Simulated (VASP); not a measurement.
Method: revPBE GGA, VASP's PBE PAW potentials (set 64) (plane waves; VASP).

VASP ran on this input.

**INCAR**
```
SYSTEM = PbF2
GGA = RE   # revPBE
ISIF = 3
EDIFF = 1E-6   # SCF stop (eV)
LMAXMIX = 4
LWAVE = .FALSE.
LASPH = .TRUE.
LCHARG = .FALSE.
ISMEAR = 0   # Gaussian
ENCUT = 520   # plane-wave cut-off (eV)
NELM = 100
IBRION = 2
ALGO = Normal   # blocked Davidson
SIGMA = 0.05
EDIFFG = -0.02   # ionic stop
LREAL = .FALSE.
PREC = Accurate
NSW = 60
```

File POSCAR:
```
PbF2
1
   -0.0000000000     3.0301360869     3.0301360869
    3.0301360869     0.0000000000     3.0301360869
    3.0301360869     3.0301360869    -0.0000000000
Pb F
1 2
Direct
  0.0000000000   0.0000000000   0.0000000000
  0.2500000000   0.2500000000   0.2500000000
  0.7500000000   0.7500000000   0.7500000000
```

KPOINTS:
```
Automatic mesh
0
Gamma
6 6 6
0 0 0
```

POTCAR, in this order: Pb_d F (PBE.64 set). Program: vasp_std.

Unless said otherwise, spin-orbit coupling is left out, though it shifts the bands of the heavy elements here.

Predict the energy per atom (σ→0), volume per atom, band gap (on the k-mesh).

| Item | Result |
|---|---|
| energy per atom (σ→0) | -4523 meV/atom |
| band gap (on the k-mesh) | 4.51 eV |
| volume per atom | 18.61 Å^3/atom |

OSZICAR:
```
...
DAV:   1    -0.135722840899E+02   -0.34913E-02   -0.89098E-02   732   0.433E+00    0.421E-01
DAV:   2    -0.135692011052E+02    0.30830E-02   -0.14879E-02   606   0.124E+00    0.880E-02
DAV:   3    -0.135689313560E+02    0.26975E-03   -0.80882E-04   736   0.438E-01    0.392E-02
DAV:   4    -0.135688893979E+02    0.41958E-04   -0.24734E-04   686   0.233E-01    0.130E-02
DAV:   5    -0.135688883550E+02    0.10430E-05   -0.33333E-05   586   0.725E-02    0.841E-03
DAV:   6    -0.135688860434E+02    0.23116E-05   -0.92326E-06   698   0.397E-02    0.157E-03
DAV:   7    -0.135688860463E+02   -0.28740E-08   -0.47898E-07   314   0.687E-03
   2 F= -.13568886E+02 E0= -.13568886E+02  d E =-.933291E-04
```

The compound is PbF2 in the fluorite structure, the β form. This run relaxes it. Symmetry was kept, so distortions that lower it aren't found. The start is the result of an earlier pass.
